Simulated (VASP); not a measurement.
Calculation: PBE GGA with spin-orbit coupling, VASP's PBE PAW potentials (set 64) (plane waves; VASP).

The input files of a VASP run:

### INCAR
```
SYSTEM = CuGaSe2
PREC = Accurate; ENCUT = 300; LREAL = .False.
LASPH = .True.
EDIFF = 1E-6; NELM = 100; ALGO = Normal
LMAXMIX = 4
ISMEAR = -1; SIGMA = 0.01
GGA = PE; GGA_COMPAT = .False.
MAGMOM = 24*0.0; LSORBIT = .True.; LNONCOLLINEAR = .True.
ISIF = 2
LWAVE = .False.; LCHARG = .False.; LORBIT = 11
```

### POSCAR
```
CuGaSe2
1
   -2.7766700000     2.7766700000     5.4543490000
    2.7766700000    -2.7766700000     5.4543490000
    2.7766700000     2.7766700000    -5.4543490000
Ga Cu Se
2 2 4
Direct
  0.5000000000   0.5000000000   0.0000000000
  0.2500000000   0.7500000000   0.5000000000
  0.0000000000   0.0000000000   0.0000000000
  0.7500000000   0.2500000000   0.5000000000
  0.8750000000   0.8750000000   0.5000000000
  0.1250000000   0.6250000000   0.0000000000
  0.3750000000   0.3750000000   0.5000000000
  0.6250000000   0.1250000000   0.0000000000
```

### KPOINTS
```
Automatic mesh
0
G
 3 3 3
0 0 0
```

POTCAR, in this order: Ga_d Cu Se (PBE.64 set). Program: vasp_ncl.

The resulting files:

### OSZICAR
```
       N       E                     dE             d eps       ncg     rms          rms(c)
DAV:   1     0.686613197577E+03    0.68661E+03   -0.21421E+04  1220   0.160E+03
DAV:   2     0.111378400659E+03   -0.57523E+03   -0.55349E+03  1228   0.482E+02
DAV:   3    -0.184749237137E+02   -0.12985E+03   -0.12261E+03  1472   0.204E+02
DAV:   4    -0.319954828605E+02   -0.13521E+02   -0.13219E+02  1688   0.680E+01
DAV:   5    -0.325436594293E+02   -0.54818E+00   -0.53933E+00  1736   0.149E+01    0.123E+01
DAV:   6    -0.325415492702E+02    0.21102E-02   -0.28154E+01  1608   0.847E+01    0.883E+00
DAV:   7    -0.308133381364E+02    0.17282E+01   -0.79003E+00  1632   0.647E+01    0.375E+00
DAV:   8    -0.310272124656E+02   -0.21387E+00   -0.34435E+00  1896   0.201E+01    0.292E+00
DAV:   9    -0.309250050434E+02    0.10221E+00   -0.75077E-01  1800   0.153E+01    0.448E-01
DAV:  10    -0.309295019604E+02   -0.44969E-02   -0.52574E-02  1704   0.244E+00    0.216E-01
DAV:  11    -0.309301576994E+02   -0.65574E-03   -0.29453E-03  1856   0.442E-01    0.118E-01
DAV:  12    -0.309305226715E+02   -0.36497E-03   -0.10489E-03  1552   0.346E-01    0.440E-02
DAV:  13    -0.309305117032E+02    0.10968E-04   -0.23891E-04  1592   0.284E-01    0.222E-02
DAV:  14    -0.309305126656E+02   -0.96241E-06   -0.50415E-05  1592   0.117E-01    0.724E-03
DAV:  15    -0.309305163819E+02   -0.37163E-05   -0.16370E-05  1488   0.219E-02    0.530E-03
DAV:  16    -0.309305167544E+02   -0.37252E-06   -0.39099E-07   840   0.504E-03
   1 F= -.30930517E+02 E0= -.30930517E+02  d E =-.365221E-09  mag=    -0.0000     0.0000    -0.0000
```

### OUTCAR
```
------------------------ aborting loop because EDIFF is reached ----------------------------------------
  FORCE on cell =-STRESS in cart. coord.  units (eV):
  Direction    XX          YY          ZZ          XY          YZ          ZX
  --------------------------------------------------------------------------------------
  Total        5.5235042      5.5235042      5.5803144      0.0000000      0.0000000      0.0000000
  in kB       52.6106682     52.6106682     53.1517782      0.0000000      0.0000000      0.0000000
  external PRESSURE =      52.7910382 kB  Pullay stress =       0.0000000 kB
  volume of cell :      168.21
      direct lattice vectors                 reciprocal lattice vectors
    -2.776670000  2.776670000  5.454349000     0.000000000  0.180071813  0.091669968
     2.776670000 -2.776670000  5.454349000     0.180071813  0.000000000  0.091669968
     2.776670000  2.776670000 -5.454349000     0.180071813  0.180071813  0.000000000
 POSITION                                       TOTAL-FORCE (eV/Angst)
 -----------------------------------------------------------------------------------
      0.00000      0.00000      5.45435        -0.000000      0.000000     -0.000000
      2.77667     -0.00000      2.72717        -0.000000      0.000000      0.000000
      0.00000      0.00000      0.00000        -0.000000      0.000000     -0.000000
     -0.00000      2.77667      2.72717        -0.000000      0.000000      0.000000
      1.38834      1.38834      6.81794         0.393019      0.000000      0.000000
      1.38834     -1.38834      4.09076        -0.000000     -0.393019     -0.000000
      1.38834      1.38834      1.36359        -0.393019      0.000000     -0.000000
     -1.38834      1.38834      4.09076        -0.000000      0.393019      0.000000
 -----------------------------------------------------------------------------------
    total drift:                               -0.000014     -0.000014     -0.000012
  FREE ENERGIE OF THE ION-ELECTRON SYSTEM (eV)
  ---------------------------------------------------
  free  energy   TOTEN  =       -30.9305167544 eV

  energy  without entropy=      -30.9305167541  energy(sigma->0) =      -30.93051675

 total charge

# of ion       s       p       d       tot
------------------------------------------
    1        0.871   0.776  10.035  11.682
    2        0.871   0.776  10.035  11.682
    3        0.375   0.361   9.279  10.014
    4        0.375   0.361   9.279  10.014
    5        1.441   2.416   0.055   3.912
    6        1.441   2.416   0.055   3.912
    7        1.441   2.416   0.055   3.912
    8        1.441   2.416   0.055   3.912
--------------------------------------------------
tot          8.255  11.939  38.846  59.040

 magnetization (x)

# of ion       s       p       d       tot
------------------------------------------
    1        0.000   0.000  -0.000   0.000
    2        0.000   0.000  -0.000   0.000
    3        0.000   0.000   0.000   0.000
    4        0.000  -0.000   0.000   0.000
    5       -0.000  -0.000   0.000  -0.000
    6       -0.000  -0.000  -0.000  -0.000
    7        0.000   0.000  -0.000   0.000
    8        0.000   0.000  -0.000   0.000
--------------------------------------------------
tot          0.000   0.000   0.000   0.000

 magnetization (y)

# of ion       s       p       d       tot
------------------------------------------
    1        0.000  -0.000   0.000  -0.000
    2        0.000  -0.000   0.000  -0.000
    3        0.000   0.000   0.000   0.000
    4       -0.000   0.000   0.000   0.000
    5       -0.000  -0.000  -0.000  -0.000
    6       -0.000  -0.000   0.000  -0.000
    7        0.000   0.000  -0.000   0.000
    8        0.000   0.000  -0.000   0.000
--------------------------------------------------
tot         -0.000  -0.000   0.000  -0.000

 magnetization (z)

# of ion       s       p       d       tot
------------------------------------------
    1        0.000   0.000   0.000   0.000
    2       -0.000  -0.000  -0.000  -0.000
    3        0.000   0.000  -0.000  -0.000
    4       -0.000  -0.000   0.000   0.000
    5        0.000   0.000   0.000   0.000
    6        0.000   0.000   0.000   0.000
    7       -0.000  -0.000  -0.000  -0.000
    8       -0.000  -0.000   0.000  -0.000
--------------------------------------------------
tot          0.000   0.000   0.000   0.000

 Ion:    1  E_soc:     -0.0119320

 Ion:    2  E_soc:     -0.0119320

 Ion:    3  E_soc:     -0.0105104

 Ion:    4  E_soc:     -0.0105104

 Ion:    5  E_soc:     -0.0366034

 Ion:    6  E_soc:     -0.0366034

 Ion:    7  E_soc:     -0.0366034

 Ion:    8  E_soc:     -0.0366034
```
(Selected blocks of OUTCAR.)

### OUTCAR
```
 val. band max:        4.4231029538   @ k =   0.0000   0.0000   0.0000

 cond. band min:       4.7864916049   @ k =   0.0000   0.0000   0.0000


 Fermi energy:         4.6050447452

 k-point     1 :       0.0000    0.0000    0.0000
  band No.  band energies     occupation
      1     -11.4587      1.00000
      2     -11.4587      1.00000
      3     -11.4477      1.00000
      4     -11.4477      1.00000
      5     -11.3644      1.00000
      6     -11.3644      1.00000
      7     -11.3296      1.00000
      8     -11.3296      1.00000
      9     -11.0837      1.00000
     10     -11.0837      1.00000
     11     -10.9599      1.00000
     12     -10.9599      1.00000
     13     -10.9147      1.00000
     14     -10.9147      1.00000
     15     -10.8781      1.00000
     16     -10.8781      1.00000
     17     -10.8723      1.00000
     18     -10.8723      1.00000
     19     -10.8561      1.00000
     20     -10.8561      1.00000
     21     -10.4606      1.00000
     22     -10.4606      1.00000
     23      -8.7009      1.00000
     24      -8.7009      1.00000
     25      -8.6927      1.00000
     26      -8.6927      1.00000
     27      -8.6720      1.00000
     28      -8.6720      1.00000
     29      -3.5532      1.00000
     30      -3.5532      1.00000
     31      -2.0925      1.00000
     32      -2.0925      1.00000
     33      -0.7606      1.00000
     34      -0.7606      1.00000
     35      -0.5071      1.00000
     36      -0.5071      1.00000
     37      -0.3582      1.00000
     38      -0.3582      1.00000
     39      -0.0852      1.00000
     40      -0.0852      1.00000
     41      -0.0661      1.00000
     42      -0.0661      1.00000
     43       0.6717      1.00000
     44       0.6717      1.00000
     45       0.7806      1.00000
     46       0.7806      1.00000
     47       1.0007      1.00000
     48       1.0007      1.00000
     49       1.0782      1.00000
     50       1.0782      1.00000
     51       1.1323      1.00000
...
```

At this cut-off the stress carries a Pulay error, which pulls relaxed volumes low.

The structure is a typed CuGaSe2 crystal. The cell was not relaxed at this level. The k-mesh is coarse (spacing up to 0.53 per Å, 2π included), so the numbers may not be converged in it. The run is one of a series of settings (GGA_COMPAT = .FALSE., LNONCOLLINEAR = .TRUE., LSORBIT = .TRUE., MAGMOM = 0.0 0.0 0.0 0.0 0.0 0.0 0.0 0.0 0.0 0.0 0.0 0.0 0.0 0.0 0.0 0.0 0.0 0.0 0.0 0.0 0.0 0.0 0.0 0.0, program vasp_ncl against the base run), some of them coarse on purpose.
